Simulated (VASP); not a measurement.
```
CELL_PARAMETERS angstrom
      0.00000     3.48043     3.48043
      3.48043     0.00000     3.48043
      3.48043     3.48043     0.00000
ATOMIC_POSITIONS crystal
  Sr 0.00000 0.00000 0.00000
  Cl 0.25000 0.25000 0.25000
  Cl 0.75000 0.75000 0.75000
```

The numbers are results of rev-vdW-DF2, VASP's PBE PAW potentials (set 64) (plane waves; VASP), not measurements. Run with 520 eV cut-off, Gaussian smearing of 0.050 eV, potentials Sr_sv Cl.

Q: What does the run give for the band gap (along the path) with the smallest direct gap where there is one?

A: 
- band gap (along the path) = 5.10 eV
- smallest direct gap (along the path) = 5.31 eV

The absolute energy has meaning only against runs of the same code, potentials and settings.

The compound is SrCl2 in the fluorite structure. It was relaxed first.
